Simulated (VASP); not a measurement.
Calculation: PBEsol GGA, VASP's PBE PAW potentials (set 64) (plane waves; VASP).

A VASP calculation is set up with these files.

**KPOINTS**
```
Regular mesh
0
gamma
  10 10 5
```

POSCAR:
```
GaN
1
    1.6223252741    -2.8099497625     0.0000000000
    1.6223252741     2.8099497625     0.0000000000
    0.0000000000     0.0000000000     5.2841862872
Ga N
2 2
Direct
  0.6666670000   0.3333330000   0.5000982246
  0.3333330000   0.6666670000   0.0000982246
  0.6666670000   0.3333330000   0.8769017754
  0.3333330000   0.6666670000   0.3769017754
```

**INCAR**
```
SYSTEM = GaN
PREC = Accurate; ENCUT = 520; LREAL = .FALSE.
LASPH = .TRUE.
EDIFF = 1E-7; NELM = 100; ALGO = Normal
LMAXMIX = 4
ISMEAR = 0; SIGMA = 0.05
GGA = PS
IBRION = 2; NSW = 30; ISIF = 4
EDIFFG = -0.01
LWAVE = .FALSE.; LCHARG = .FALSE.
```

POTCAR, in this order: Ga_d N (PBE.64 set). Program: vasp_std.

Output

**OSZICAR**
```
       N       E                     dE             d eps       ncg     rms          rms(c)
DAV:   1     0.277878583449E+03    0.27788E+03   -0.18515E+04  1918   0.298E+03
DAV:   2     0.743718073750E+01   -0.27044E+03   -0.26267E+03  2044   0.527E+02
DAV:   3    -0.281214448547E+02   -0.35559E+02   -0.35251E+02  2160   0.155E+02
DAV:   4    -0.296125247879E+02   -0.14911E+01   -0.14859E+01  2596   0.335E+01
DAV:   5    -0.296390487515E+02   -0.26524E-01   -0.26507E-01  2080   0.398E+00    0.992E+00
DAV:   6    -0.261670447634E+02    0.34720E+01   -0.13548E+01  3378   0.548E+01    0.312E+00
DAV:   7    -0.262270423741E+02   -0.59998E-01   -0.13511E+00  1992   0.980E+00    0.257E+00
DAV:   8    -0.262059345877E+02    0.21108E-01   -0.30407E-01  3226   0.692E+00    0.975E-01
DAV:   9    -0.261819296211E+02    0.24005E-01   -0.11081E-01  3210   0.527E+00    0.336E-01
DAV:  10    -0.261828358915E+02   -0.90627E-03   -0.52409E-03  2244   0.801E-01    0.107E-01
DAV:  11    -0.261825790265E+02    0.25686E-03   -0.20057E-03  2898   0.789E-01    0.478E-02
DAV:  12    -0.261825981638E+02   -0.19137E-04   -0.20153E-04  1992   0.109E-01    0.480E-02
DAV:  13    -0.261825926817E+02    0.54821E-05   -0.36408E-05  3248   0.666E-02    0.127E-02
DAV:  14    -0.261825938133E+02   -0.11316E-05   -0.10963E-05  2930   0.330E-02    0.224E-02
DAV:  15    -0.261825926477E+02    0.11657E-05   -0.23822E-06  2826   0.175E-02    0.135E-02
DAV:  16    -0.261825923442E+02    0.30346E-06   -0.20775E-06  2946   0.118E-02    0.336E-03
DAV:  17    -0.261825923648E+02   -0.20650E-07   -0.23730E-07  1706   0.432E-03
   1 F= -.26182592E+02 E0= -.26182592E+02  d E =-.261826E+02
```

### OUTCAR
```
------------------------ aborting loop because EDIFF is reached ----------------------------------------
  FORCE on cell =-STRESS in cart. coord.  units (eV):
  Direction    XX          YY          ZZ          XY          YZ          ZX
  --------------------------------------------------------------------------------------
  Total       -2.9299543     -2.9299543     -2.8820527      0.0000000      0.0000000     -0.0000000
  in kB      -97.4376566    -97.4376539    -95.8446549      0.0000000      0.0000000     -0.0000000
  external PRESSURE =     -96.9066551 kB  Pullay stress =       0.0000000 kB
  volume of cell :       48.18
      direct lattice vectors                 reciprocal lattice vectors
     1.622325274 -2.809949763  0.000000000     0.308199600 -0.177939124  0.000000000
     1.622325274  2.809949763  0.000000000     0.308199600  0.177939124  0.000000000
     0.000000000  0.000000000  5.284186287     0.000000000  0.000000000  0.189243896
  FREE ENERGIE OF THE ION-ELECTRON SYSTEM (eV)
  ---------------------------------------------------
  free  energy   TOTEN  =       -26.1825923648 eV

  energy  without entropy=      -26.1825923648  energy(sigma->0) =      -26.18259236

 reached required accuracy - stopping structural energy minimisation
```
(Selected blocks of OUTCAR.)

The compound is GaN in the wurtzite structure. This cell is one point of a volume scan, at 1.06 of the reference volume.
